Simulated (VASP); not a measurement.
Energy against volume of PbO$_{2}$ (rutile). These are rev-vdW-DF2, VASP's PBE PAW potentials (set 64) (plane waves; VASP 6.6.1) values and carry that method's errors. Run with 520 eV cut-off, 5×5×7 Γ-centred mesh, Gaussian smearing of 0.050 eV, potentials Pb_d O.

Shape and ions are relaxed at each volume.

```csv
V (Å³/atom),E (eV/atom)
13.647,-3.46666
14.083,-3.48446
14.518,-3.49042
14.954,-3.48672
```

Q: Fit these four points and predict the energy of the run at 15.390 Å³/atom.

A: A cubic in V^(−2/3), the third-order Birch-Murnaghan form, passes through the four points with V0 = 14.56 Å³/atom and B0 = 116 GPa, and gives -3.4751 eV/atom there. The run gave -3.4752 eV/atom, -0.1 meV/atom from the fit; all five points give B0 = 116 GPa.

The compound is PbO2 in the rutile structure. It was relaxed first.
